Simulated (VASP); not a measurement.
The system is CaBi.

```xyz
2
Lattice="4.0850 0.0000 0.0000 -2.0425 3.5377 0.0000 0.0000 0.0000 4.6455" Properties=species:S:1:pos:R:3 pbc="T T T"
Ca    0.0000    0.0000    0.0000
Bi    0.0000    2.3584    2.3227
```

The cell was built by a generator and needn't be a form met in nature.

```yaml
Program: VASP 6.6.1
Task: relaxation of cell and atoms
Functional: LDA
Potentials_or_basis: VASP PAW LDA potentials, release 54 (Ca_sv, Bi_d)
Cutoff: 600 eV
k_mesh: 8 × 8 × 6
Occupations: methfessel-paxton, width 0.1 eV
Spin: no spin polarisation
```

At the start: pressure -3.1 GPa; volume 33.57 Å³/atom.

Where does the relaxation end?

Over 8 steps the energy falls by 31.3 meV/atom and the volume is 30.51 Å³/atom (-9.1 %); space group P-6m2 (No. 187, to 0.05 Å).

The path:
| step | energy change (eV) | largest force (eV/Å) | pressure (GPa) | volume (Å³) |
| --- | --- | --- | --- | --- |
| 1 | 0.0000 | 0.0000 | -3.07 | 67.13 |
| 2 | -0.0580 | 0.0000 | 0.27 | 61.07 |
| 3 | -0.0584 | 0.0000 | -0.05 | 61.49 |
| 4 | -0.0584 | 0.0000 | 0.00 | 61.38 |
| 5 | -0.0615 | 0.0000 | 0.05 | 61.13 |
| 6 | -0.0626 | 0.0000 | 0.06 | 60.86 |
| 7 | -0.0626 | 0.0000 | 0.06 | 60.88 |
| 8 | -0.0626 | 0.0000 | -0.01 | 61.01 |

Final structure:
```
CELL_PARAMETERS angstrom
3.92957 0.00000 0.00000
-1.96479 3.40311 0.00000
0.00000 0.00000 4.56249
ATOMIC_POSITIONS crystal
Ca 0.00000 0.00000 0.00000
Bi 0.33333 0.66667 0.50000
```
